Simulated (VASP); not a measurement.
Consider the following.

```
CELL_PARAMETERS angstrom
      2.82925     0.00000     0.00000
      0.00000     2.82925     0.00000
      0.00000     0.00000     2.82925
ATOMIC_POSITIONS crystal
  Al 0.50000 0.50000 0.50000
  Co 0.00000 0.00000 0.00000
```

The numbers are results of vdW-DF-cx, VASP's PBE PAW potentials (set 64) (plane waves; VASP), not measurements. Numerical set-up: 520 eV cut-off, 14×14×14 Γ-centred mesh, tetrahedra with Blöchl corrections, potentials Al Co.

Problem. Predict the energy per atom (σ→0), band gap (on the k-mesh) with the smallest direct gap where there is one.

Solution. 
```yaml
band gap (on the k-mesh): none (metal, semimetal or under 0.01 eV)
energy per atom (σ→0): -4.345 eV/atom
```

The compound is CoAl in the CsCl type structure. It was relaxed first. The run is not spin-polarised, so no magnetic state was tried.
